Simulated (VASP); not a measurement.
# Rb2O3 (I-43d) in VASP: further runs

Runs on Rb2O3. Level: LDA. Tasks: relaxation of cell and atoms.

Program: VASP 6.6.1. These are calculated values, not measurements. Logs are shortened: lines on timing, memory, paths and dates and some standing lists are left out, and cuts for length are marked.

## (1) Starting point

Symmetry: I-43d, No. 220, cubic system. The conventional cell has a = 9.288 Å, b = 9.288 Å, c = 9.288 Å, α = 90.00°, β = 90.00°, γ = 90.00°. Rb (site symmetry 3) is surrounded by 9 O at 2.87 to 3.15 Å. O (site symmetry 2) has 1 O at 1.32 Å as nearest neighbours.

## (2) Relaxation of cell and atoms, LDA

Input file INCAR:

```
SYSTEM = Rb2O3
  ALGO = Normal
  EDIFF = 1E-6
  EDIFFG = -0.01
  ENCUT = 600
  IBRION = 2
  ISIF = 3
  ISMEAR = 1
  KPAR = 8
  LASPH = .True.
  LCHARG = .False.
  LREAL = .False.
  LWAVE = .False.
  NELM = 80
  NSW = 90
  PREC = Accurate
  SIGMA = 0.1
```

Input file KPOINTS:

```
k-points
0
Gamma
  6 6 6
  0 0 0
```

Input file POSCAR:

```
Rb2O3
1.0
   -4.6442000000      4.6442000000      4.6442000000
    4.6442000000     -4.6442000000      4.6442000000
    4.6442000000      4.6442000000     -4.6442000000
Rb O
8 12
Direct
    0.8924600000      0.8924600000      0.8924600000
    0.1075400000      0.5000000000      0.0000000000
    0.5000000000      0.0000000000      0.6075400000
    0.0000000000      0.1075400000      0.5000000000
    0.6075400000      0.5000000000      0.0000000000
    0.3924600000      0.3924600000      0.3924600000
    0.0000000000      0.6075400000      0.5000000000
    0.5000000000      0.0000000000      0.1075400000
    0.2500000000      0.1959000000      0.9459000000
    0.8041000000      0.2500000000      0.0541000000
    0.7500000000      0.3041000000      0.5541000000
    0.6959000000      0.7500000000      0.4459000000
    0.9459000000      0.2500000000      0.1959000000
    0.0541000000      0.8041000000      0.2500000000
    0.5541000000      0.7500000000      0.3041000000
    0.4459000000      0.6959000000      0.7500000000
    0.7500000000      0.4459000000      0.6959000000
    0.1959000000      0.9459000000      0.2500000000
    0.2500000000      0.0541000000      0.8041000000
    0.3041000000      0.5541000000      0.7500000000
```

Potentials or basis: VASP PAW LDA potentials, release 64 (Rb_sv, O).

The run is started by

```
> cat potpaw_LDA.64/Rb_sv/POTCAR potpaw_LDA.64/O/POTCAR > POTCAR
> mpirun -np 8 vasp_std > vasp.out
```

OUTCAR:

```text
SYSTEM = Rb2O3
   EDIFF = 1E-6
   EDIFFG = -0.01
   ENCUT = 600
   IBRION = 2
   ISIF = 3
   ISMEAR = 1
   LASPH = .True.
   LREAL = .False.
   NELM = 80
   NSW = 90
   PREC = Accurate

 ion  position               nearest neighbor table
   1  0.892  0.892  0.892-   9 2.87  13 2.87  18 2.87  16 3.00  17 3.00  12 3.00  14 3.15  10 3.15
                            19 3.15   5 3.78   7 3.78   3 3.78   6 4.02   6 4.02   4 4.26   2 4.26
   2  0.108  0.500  0.000-  10 2.87  14 2.87  17 2.87  15 3.00   9 3.00  20 3.00  11 3.15  18 3.15
                            13 3.15   8 3.78   6 3.78   4 3.78   5 4.02   5 4.02   3 4.26   7 4.26
   3  0.500  0.000  0.608-  11 2.87  15 2.87  18 2.87  16 3.00  10 3.00  19 3.00  17 3.15  12 3.15
                            14 3.15   7 3.78   1 3.78   5 3.78   8 4.02   8 4.02   4 4.26   2 4.26
   4  0.000  0.108  0.500-  12 2.87  14 2.87  19 2.87  11 3.00  13 3.00  20 3.00  18 3.15   9 3.15
                            15 3.15   6 3.78   2 3.78   8 3.78   7 4.02   7 4.02   5 4.26   1 4.26
   5  0.608  0.500  0.000-   9 2.87  15 2.87  20 2.87  10 3.00  17 3.00  14 3.00  12 3.15  19 3.15
                            16 3.15   1 3.78   7 3.78   3 3.78   2 4.02   2 4.02   8 4.26   6 4.26
   6  0.392  0.392  0.392-  12 2.87  16 2.87  17 2.87   9 3.00  13 3.00  18 3.00  20 3.15  11 3.15
                            15 3.15   4 3.78   8 3.78   2 3.78   1 4.02   1 4.02   3 4.26   3 4.26
   7  0.000  0.608  0.500-  11 2.87  13 2.87  20 2.87  14 3.00  19 3.00  12 3.00  17 3.15  10 3.15
                            16 3.15   3 3.78   1 3.78   5 3.78   4 4.02   4 4.02   2 4.26   2 4.26
   8  0.500  0.000  0.108-  10 2.87  16 2.87  19 2.87  11 3.00  18 3.00  15 3.00   9 3.15  13 3.15
                            20 3.15   2 3.78   4 3.78   6 3.78   3 4.02   3 4.02   7 4.26   1 4.26
   9  0.250  0.196  0.946-  19 1.32   5 2.87   1 2.87   6 3.00   2 3.00   8 3.15   4 3.15
  10  0.804  0.250  0.054-  13 1.32   8 2.87   2 2.87   3 3.00   5 3.00   1 3.15   7 3.15
  11  0.750  0.304  0.554-  17 1.32   7 2.87   3 2.87   8 3.00   4 3.00   6 3.15   2 3.15
  12  0.696  0.750  0.446-  15 1.32   6 2.87   4 2.87   7 3.00   1 3.00   5 3.15   3 3.15
  13  0.946  0.250  0.196-  10 1.32   7 2.87   1 2.87   4 3.00   6 3.00   8 3.15   2 3.15
  14  0.054  0.804  0.250-  18 1.32   4 2.87   2 2.87   7 3.00   5 3.00   1 3.15   3 3.15
  15  0.554  0.750  0.304-  12 1.32   5 2.87   3 2.87   8 3.00   2 3.00   4 3.15   6 3.15
  16  0.446  0.696  0.750-  20 1.32   8 2.87   6 2.87   3 3.00   1 3.00   5 3.15   7 3.15
  17  0.750  0.446  0.696-  11 1.32   6 2.87   2 2.87   1 3.00   5 3.00   7 3.15   3 3.15
  18  0.196  0.946  0.250-  14 1.32   3 2.87   1 2.87   8 3.00   6 3.00   4 3.15   2 3.15
  19  0.250  0.054  0.804-   9 1.32   8 2.87   4 2.87   3 3.00   7 3.00   5 3.15   1 3.15
  20  0.304  0.554  0.750-  16 1.32   7 2.87   5 2.87   4 3.00   2 3.00   6 3.15   8 3.15

  LATTYP: Found a body centered cubic cell.
 ALAT       =     9.2884000000

  Lattice vectors:

 A1 = (  -4.6442000000,   4.6442000000,   4.6442000000)
 A2 = (   4.6442000000,  -4.6442000000,   4.6442000000)
 A3 = (   4.6442000000,   4.6442000000,  -4.6442000000)

Analysis of symmetry for initial positions (statically):
=====================================================================
 Subroutine PRICEL returns:
 Original cell was already a primitive cell.

 Routine SETGRP: Setting up the symmetry group for a
 body centered cubic supercell.
[... 206 lines left out ...]
  Total       -2.7811438     -2.7811438     -2.7811438     -0.0000000     -0.0000000     -0.0000000
  in kB      -11.1209346    -11.1209346    -11.1209346     -0.0000000     -0.0000000     -0.0000000
  external PRESSURE =     -11.1209346 kB  Pullay stress =       0.0000000 kB
[... 41 lines left out ...]
--------------------------------------- Ionic step        2  -------------------------------------------

 number of electron     144.0000046 magnetization

 E-fermi :  -0.3176     XC(G=0):  -9.2702

 val. band max:       -0.3218897229   @ k =   0.1667   0.0000   0.0000
 cond. band min:      -0.3171979848   @ k =  -0.3333   0.3333   0.1667
 fundamental gap:      0.0046917382
 Fermi energy:        -0.3175510315

 k-point     1 :       0.0000    0.0000    0.0000
  band No.  band energies     occupation
      1     -25.3705      2.00000
      2     -25.2619      2.00000
      3     -25.2528      2.00000
      4     -25.2528      2.00000
      5     -25.2528      2.00000
      6     -25.2357      2.00000
[... 1381 lines left out ...]
     83       5.3371      0.00000
     84       5.3371      0.00000
 [bands above 84 left out]

------------------------ aborting loop because EDIFF is reached ----------------------------------------

  FORCE on cell =-STRESS in cart. coord.  units (eV):
  Direction    XX          YY          ZZ          XY          YZ          ZX
  --------------------------------------------------------------------------------------
  -------------------------------------------------------------------------------------
  Total      -18.6442930    -18.6442930    -18.6442930      0.0000000      0.0000000      0.0000000
  in kB      -76.0735344    -76.0735344    -76.0735344      0.0000000      0.0000000      0.0000000
  external PRESSURE =     -76.0735344 kB  Pullay stress =       0.0000000 kB
[... 365 lines left out ...]
--------------------------------------- Ionic step        9  -------------------------------------------

 number of electron     143.9999950 magnetization

 Free energy of the ion-electron system (eV)
  ---------------------------------------------------
  ext. energy  EPLUGINS =         0.00000000
  ---------------------------------------------------
  free energy    TOTEN  =       -95.76671445 eV

  energy without entropy =      -95.72460737  energy(sigma->0) =      -95.75267875

 E-fermi :   0.9172     XC(G=0):  -9.7696

 val. band max:        0.9105661754   @ k =  -0.3333   0.3333   0.1667
 cond. band min:       0.9204853835   @ k =   0.0000   0.0000   0.0000
 fundamental gap:      0.0099192081
 Fermi energy:         0.9172268743

 k-point     1 :       0.0000    0.0000    0.0000
  band No.  band energies     occupation
      1     -24.7469      2.00000
      2     -24.5335      2.00000
      3     -24.5254      2.00000
      4     -24.5254      2.00000
      5     -24.5254      2.00000
      6     -24.5043      2.00000
[... 1381 lines left out ...]
     83       6.6862      0.00000
     84       6.6862      0.00000
 [bands above 84 left out]

------------------------ aborting loop because EDIFF is reached ----------------------------------------

  FORCE on cell =-STRESS in cart. coord.  units (eV):
  Direction    XX          YY          ZZ          XY          YZ          ZX
  --------------------------------------------------------------------------------------
  -------------------------------------------------------------------------------------
  Total       -0.1624291     -0.1624291     -0.1624291     -0.0000000      0.0000000      0.0000000
  in kB       -0.7433284     -0.7433284     -0.7433284     -0.0000000      0.0000000      0.0000000
  external PRESSURE =      -0.7433284 kB  Pullay stress =       0.0000000 kB
[... 35 lines left out ...]
  FREE ENERGIE OF THE ION-ELECTRON SYSTEM (eV)
  ---------------------------------------------------
  free  energy   TOTEN  =       -95.7667144469 eV

  energy  without entropy=      -95.7246073687  energy(sigma->0) =      -95.75267875

 reached required accuracy - stopping structural energy minimisation
```

It took 18 min on 8 MPI ranks of Intel Xeon Platinum 8259CL at 2.50GHz (Skylake/Cascade Lake), shared host; peak memory 0.79 GiB.

Results:

| Property | Result |
| --- | --- |
| Free energy | -95.7667 eV |
| Relaxed volume | 17.51 Å³/atom |
| Relaxed cell | a = 7.690 Å, b = 7.690 Å, c = 7.690 Å, α = 109.47°, β = 109.47°, γ = 109.47° |
| Space group after relaxing (to 0.05 Å) | I-43d (No. 220) |
| Energy gained by relaxing | 61.7 meV/atom |
| Ionic steps | 9 |
| Pressure after relaxing | -0.1 GPa |
| Largest force after relaxing | 0.006 eV/Å |
| Band gap on the k mesh | none (metal or under the smearing width) |

Forces in eV/Å, atoms in the order of the input:
```
Rb  -0.004 -0.004 -0.004
Rb  -0.004  0.004  0.004
Rb   0.004  0.004 -0.004
Rb   0.004 -0.004  0.004
Rb  -0.004  0.004  0.004
Rb  -0.004 -0.004 -0.004
Rb   0.004 -0.004  0.004
Rb   0.004  0.004 -0.004
O    0.000  0.000  0.000
O    0.000  0.000  0.000
O    0.000  0.000  0.000
O    0.000  0.000  0.000
O    0.000  0.000  0.000
O    0.000  0.000  0.000
O    0.000  0.000  0.000
O    0.000  0.000  0.000
O    0.000  0.000  0.000
O    0.000  0.000  0.000
O    0.000  0.000  0.000
O    0.000  0.000  0.000
```

The path:
| step | energy change (eV) | largest force (eV/Å) | pressure (GPa) | volume (Å³) |
| --- | --- | --- | --- | --- |
| 1 | 0.0000 | 2.7743 | -1.11 | 400.68 |
| 2 | 1.9109 | 3.8265 | -7.61 | 392.67 |
| 3 | -0.5736 | 0.1888 | -3.91 | 398.37 |
| 4 | -1.0481 | 0.1509 | -2.42 | 373.66 |
| 5 | -1.2311 | 0.1215 | -0.43 | 352.08 |
| 6 | -1.2336 | 0.1188 | -0.10 | 349.12 |
| 7 | -1.2335 | 0.1192 | -0.21 | 350.07 |
| 8 | -1.2243 | 0.3559 | 0.28 | 350.20 |
| 9 | -1.2347 | 0.0062 | -0.07 | 350.10 |

Final structure:
```cif
data_structure
_symmetry_space_group_name_H-M 'P 1'
_symmetry_Int_Tables_number 1
_cell_length_a 7.6902
_cell_length_b 7.6902
_cell_length_c 7.6902
_cell_angle_alpha 109.471
_cell_angle_beta 109.471
_cell_angle_gamma 109.471
_cell_volume 350.10
loop_
_atom_site_label
_atom_site_type_symbol
_atom_site_fract_x
_atom_site_fract_y
_atom_site_fract_z
_atom_site_occupancy
Rb1 Rb 0.89390 0.89390 0.89390 1
Rb2 Rb 0.10610 0.50000 0.00000 1
Rb3 Rb 0.50000 0.00000 0.60610 1
Rb4 Rb 0.00000 0.10610 0.50000 1
Rb5 Rb 0.60610 0.50000 0.00000 1
Rb6 Rb 0.39390 0.39390 0.39390 1
Rb7 Rb 0.00000 0.60610 0.50000 1
Rb8 Rb 0.50000 0.00000 0.10610 1
O1 O 0.25000 0.20255 0.95255 1
O2 O 0.79745 0.25000 0.04745 1
O3 O 0.75000 0.29745 0.54745 1
O4 O 0.70255 0.75000 0.45255 1
O5 O 0.95255 0.25000 0.20255 1
O6 O 0.04745 0.79745 0.25000 1
O7 O 0.54745 0.75000 0.29745 1
O8 O 0.45255 0.70255 0.75000 1
O9 O 0.75000 0.45255 0.70255 1
O10 O 0.20255 0.95255 0.25000 1
O11 O 0.25000 0.04745 0.79745 1
O12 O 0.29745 0.54745 0.75000 1
```

Levels at points of the mesh, in eV from the Fermi level:
```csv
k point,band 70,band 71,band 72,band 73,band 74,band 75
"(0.00, 0.00, 0.00)",-0.01,-0.01,0.00,0.00,0.00,3.69
"(0.50, 0.00, 0.00)",-0.13,-0.01,-0.01,0.04,0.04,4.40
"(0.50, 0.50, 0.50)",-0.10,-0.08,-0.08,-0.08,-0.08,4.71
```

Caveat: the volume moved by -13 % from the deposited cell, more than functionals usually miss. LDA usually gives volumes a few per cent too small.

## (3) Relaxation of cell and atoms, LDA

This run uses another cell than the first one, of 17.51 Å³/atom, 0.874 times its volume.

Edit INCAR of step 2 so:

```diff
@@ -2,4 +2,4 @@
   ALGO = Normal
-  EDIFF = 1E-6
-  EDIFFG = -0.01
+  EDIFF = 1E-7
+  EDIFFG = -0.005
   ENCUT = 600
```

KPOINTS is that of step 2.

Input file POSCAR:

```
Rb2O3                                   
1.0
   -4.4399481189      4.4399481189      4.4399481189
    4.4399481189     -4.4399481189      4.4399481189
    4.4399481189      4.4399481189     -4.4399481189
  Rb              O             
     8    12
Direct
     0.8939034233423852    0.8939034233423852    0.8939034233423852
     0.1060965766576149    0.5000000000000000    0.0000000000000000
     0.5000000000000000    0.0000000000000000    0.6060965766576148
     0.0000000000000000    0.1060965766576149    0.5000000000000000
     0.6060965766576148    0.5000000000000000    0.0000000000000000
     0.3939034233423852    0.3939034233423852    0.3939034233423852
     0.0000000000000000    0.6060965766576148    0.5000000000000000
     0.5000000000000000    0.0000000000000000    0.1060965766576149
     0.2500000000000000    0.2025497622799448    0.9525497622799449
     0.7974502377200551    0.2500000000000000    0.0474502377200552
     0.7500000000000000    0.2974502377200552    0.5474502377200551
     0.7025497622799449    0.7500000000000000    0.4525497622799448
     0.9525497622799449    0.2500000000000000    0.2025497622799448
     0.0474502377200552    0.7974502377200551    0.2500000000000000
     0.5474502377200551    0.7500000000000000    0.2974502377200552
     0.4525497622799448    0.7025497622799449    0.7500000000000000
     0.7500000000000000    0.4525497622799448    0.7025497622799449
     0.2025497622799448    0.9525497622799449    0.2500000000000000
     0.2500000000000000    0.0474502377200552    0.7974502377200551
     0.2974502377200552    0.5474502377200551    0.7500000000000000
```

Potentials or basis: VASP PAW LDA potentials, release 64 (Rb_sv, O).

The run is started by

```
> cat potpaw_LDA.64/Rb_sv/POTCAR potpaw_LDA.64/O/POTCAR > POTCAR
> mpirun -np 8 vasp_std > vasp.out
```

OUTCAR:

```text
SYSTEM = Rb2O3
   EDIFF = 1E-7
   EDIFFG = -0.005
   ENCUT = 600
   IBRION = 2
   ISIF = 3
   ISMEAR = 1
   LASPH = .True.
   LREAL = .False.
   NELM = 80
   NSW = 90
   PREC = Accurate

 ion  position               nearest neighbor table
   1  0.894  0.894  0.894-  13 2.73  18 2.73   9 2.73  17 2.83  12 2.83  16 2.83  14 3.04  10 3.04
                            19 3.04   5 3.62   7 3.62   3 3.62   6 3.85   6 3.85   4 4.07   8 4.07
   2  0.106  0.500  0.000-  10 2.73  14 2.73  17 2.73  15 2.83   9 2.83  20 2.83  11 3.04  18 3.04
                            13 3.04   8 3.62   6 3.62   4 3.62   5 3.85   5 3.85   3 4.07   7 4.07
   3  0.500  0.000  0.606-  11 2.73  15 2.73  18 2.73  16 2.83  10 2.83  19 2.83  17 3.04  12 3.04
                            14 3.04   5 3.62   1 3.62   7 3.62   8 3.85   8 3.85   4 4.07   6 4.07
   4  0.000  0.106  0.500-  12 2.73  14 2.73  19 2.73  13 2.83  11 2.83  20 2.83  18 3.04   9 3.04
                            15 3.04   6 3.62   2 3.62   8 3.62   7 3.85   7 3.85   1 4.07   3 4.07
[... 520 lines left out ...]
 cond. band min:       0.9256217776   @ k =   0.0000   0.0000   0.0000
 fundamental gap:      0.0097006879
 Fermi energy:         0.9226756234

 k-point     1 :       0.0000    0.0000    0.0000
  band No.  band energies     occupation
      1     -24.7394      2.00000
      2     -24.5248      2.00000
      3     -24.5165      2.00000
      4     -24.5165      2.00000
      5     -24.5165      2.00000
      6     -24.4953      2.00000
[... 1381 lines left out ...]
     83       6.6925      0.00000
     84       6.6925      0.00000
 [bands above 84 left out]

------------------------ aborting loop because EDIFF is reached ----------------------------------------

  FORCE on cell =-STRESS in cart. coord.  units (eV):
  Direction    XX          YY          ZZ          XY          YZ          ZX
  --------------------------------------------------------------------------------------
  -------------------------------------------------------------------------------------
  Total        0.0114884      0.0114884      0.0114884     -0.0000000     -0.0000000     -0.0000000
  in kB        0.0526427      0.0526427      0.0526427     -0.0000000     -0.0000000     -0.0000000
  external PRESSURE =       0.0526427 kB  Pullay stress =       0.0000000 kB
[... 35 lines left out ...]
  FREE ENERGIE OF THE ION-ELECTRON SYSTEM (eV)
  ---------------------------------------------------
  free  energy   TOTEN  =       -95.6889550511 eV

  energy  without entropy=      -95.6469989747  energy(sigma->0) =      -95.67496969

 reached required accuracy - stopping structural energy minimisation
```

CONTCAR:

```text
Rb2O3
   1.00000000000000
    -4.4380339156674147    4.4380339156674147    4.4380339156674147
     4.4380339156674147   -4.4380339156674147    4.4380339156674147
     4.4380339156674147    4.4380339156674147   -4.4380339156674147
  Rb              O
     8    12
Direct
     0.8938235008686878    0.8938235008686878    0.8938235008686878
     0.1061764991313122    0.5000000000000000    0.0000000000000000
     0.5000000000000000    0.0000000000000000    0.6061764991313122
     0.0000000000000000    0.1061764991313122    0.5000000000000000
     0.6061764991313122    0.5000000000000000    0.0000000000000000
     0.3938235008686878    0.3938235008686878    0.3938235008686878
[... 12 lines left out ...]
     0.2500000000000000    0.0474049208857224    0.7974049208857223
     0.2974049208857224    0.5474049208857223    0.7500000000000000

  0.00000000E+00  0.00000000E+00  0.00000000E+00
  0.00000000E+00  0.00000000E+00  0.00000000E+00
  0.00000000E+00  0.00000000E+00  0.00000000E+00
  0.00000000E+00  0.00000000E+00  0.00000000E+00
  0.00000000E+00  0.00000000E+00  0.00000000E+00
  0.00000000E+00  0.00000000E+00  0.00000000E+00
[... 12 lines left out ...]
  0.00000000E+00  0.00000000E+00  0.00000000E+00
  0.00000000E+00  0.00000000E+00  0.00000000E+00
```

Wall time 9.3 min (8 MPI ranks of Intel Xeon Platinum 8259CL at 2.50GHz (Skylake/Cascade Lake), shared host); peak memory 0.74 GiB.

Results:

```
Free energy                            : -95.6890 eV
Relaxed volume                         : 17.48 Å³/atom
Relaxed cell                           : a = 7.687 Å, b = 7.687 Å, c = 7.687 Å, α = 109.47°, β = 109.47°, γ = 109.47°
Space group after relaxing (to 0.05 Å) : I-43d (No. 220)
Energy gained by relaxing              : 0.0 meV/atom
Ionic steps                            : 6
Pressure after relaxing                : 0.0 GPa
Largest force after relaxing           : 0.005 eV/Å
Band gap on the k mesh                 : none (metal or under the smearing width)
```

Forces in eV/Å, atoms in the order of the input:
```
Rb  -0.003 -0.003 -0.003
Rb  -0.003  0.003  0.003
Rb   0.003  0.003 -0.003
Rb   0.003 -0.003  0.003
Rb  -0.003  0.003  0.003
Rb  -0.003 -0.003 -0.003
Rb   0.003 -0.003  0.003
Rb   0.003  0.003 -0.003
O    0.003  0.000  0.000
O    0.000 -0.003  0.000
O   -0.003  0.000  0.000
O    0.000  0.003  0.000
O    0.000  0.003  0.000
O    0.000  0.000 -0.003
O    0.000 -0.003  0.000
O    0.000  0.000  0.003
O    0.003  0.000  0.000
O    0.000  0.000  0.003
O   -0.003  0.000  0.000
O    0.000  0.000 -0.003
```

Final structure:
```
Rb O
1.0
    -4.43803    4.43803    4.43803
     4.43803   -4.43803    4.43803
     4.43803    4.43803   -4.43803
Rb O
8 12
Direct
  0.89382 0.89382 0.89382
  0.10618 0.50000 0.00000
  0.50000 0.00000 0.60618
  0.00000 0.10618 0.50000
  0.60618 0.50000 0.00000
  0.39382 0.39382 0.39382
  0.00000 0.60618 0.50000
  0.50000 0.00000 0.10618
  0.25000 0.20260 0.95260
  0.79740 0.25000 0.04740
  0.75000 0.29740 0.54740
  0.70260 0.75000 0.45260
  0.95260 0.25000 0.20260
  0.04740 0.79740 0.25000
  0.54740 0.75000 0.29740
  0.45260 0.70260 0.75000
  0.75000 0.45260 0.70260
  0.20260 0.95260 0.25000
  0.25000 0.04740 0.79740
  0.29740 0.54740 0.75000
```

Levels at points of the mesh, in eV from the Fermi level:
| k point | band 70 | band 71 | band 72 | band 73 | band 74 | band 75 |
| --- | --- | --- | --- | --- | --- | --- |
| (0.00, 0.00, 0.00) | -0.01 | -0.01 | 0.00 | 0.00 | 0.00 | 3.70 |
| (0.50, 0.00, 0.00) | -0.13 | -0.01 | -0.01 | 0.04 | 0.04 | 4.40 |
| (0.50, 0.50, 0.50) | -0.10 | -0.08 | -0.08 | -0.08 | -0.08 | 4.72 |
